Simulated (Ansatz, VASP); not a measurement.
## K2ICl in VASP and in Ansatz

The input INCAR:

```
  ALGO = Normal
  EDIFF = 1E-7
  ENCUT = 520
  GGA = PS
  ISIF = 2
  ISMEAR = 0
  LASPH = True
  LCHARG = True
  LELF = True
  LREAL = False
  LVHAR = True
  LWAVE = False
  NBANDS = 24
  NELM = 80
  PREC = Accurate
  SIGMA = 0.01
```

File KPOINTS:

```
k-points
0
Gamma
  6 6 6
```

POSCAR

```
K2ICl
1.0
    2.3574210133      1.3610576566      7.7636043720
   -2.3574210133      1.3610576566      7.7636043720
    0.0000000000     -2.7221153133      7.7636043720
Cl I K
1 1 2
Direct
    1.0000000000      0.0000000000      0.0000000000
    0.5000000000      0.5000000000      0.5000000000
    0.2599441828      0.2599441828      0.2599441828
    0.7400558172      0.7400558172      0.7400558172
```

Input for Ansatz:

```yaml
crystal:
  lattice:
    - [2.3574210133, 1.3610576566, 7.763604372]
    - [-2.3574210133, 1.3610576566, 7.763604372]
    - [0.0, -2.7221153133, 7.763604372]
  atoms:
    - { symbol: Cl, position: [1.0, 0.0, 0.0] }
    - { symbol: I, position: [0.5, 0.5, 0.5] }
    - { symbol: K, position: [0.2599441828, 0.2599441828, 0.2599441828] }
    - { symbol: K, position: [0.7400558172, 0.7400558172, 0.7400558172] }
kpoints:
  mp_grid: { grid: [6, 6, 6] }
hamiltonian:
  xc: pbesol
scf:
  occupations: { method: fixed }
output:
  optics:
    e_range: [0, 10]
    de: 0.2
    sigma: 0.15
    scissors: 0
    scheme: fermi_dirac
    bands: { spectra_wanted_up_to: 10 }
```

Alike in both runs: task single point; functional PBEsol; k mesh 6 × 6 × 6; no spin polarisation.

```csv
,VASP,Ansatz
version,VASP 6.6.1,Ansatz 0.2.0
potentials or method,"VASP PAW PBE potentials, release 64 (Cl, I, K_sv)","plane waves, PAW"
plane-wave cutoff (eV),520,420
occupations,"gaussian, width 0.01 eV",fixed
valence electrons in the cell,32,42
```

```tsv
	VASP	Ansatz	Ansatz less VASP
gap on the k mesh at the Fermi level (eV)	3.67	3.67	+0.004
```

The two sets of potentials don't hold the same shells in valence.

Caveats: spin-orbit coupling is left out, which moves the levels of the heavy elements. Expect the measured gap to be larger: semilocal functionals such as PBEsol lack the derivative discontinuity. A k mesh can miss the band edges.
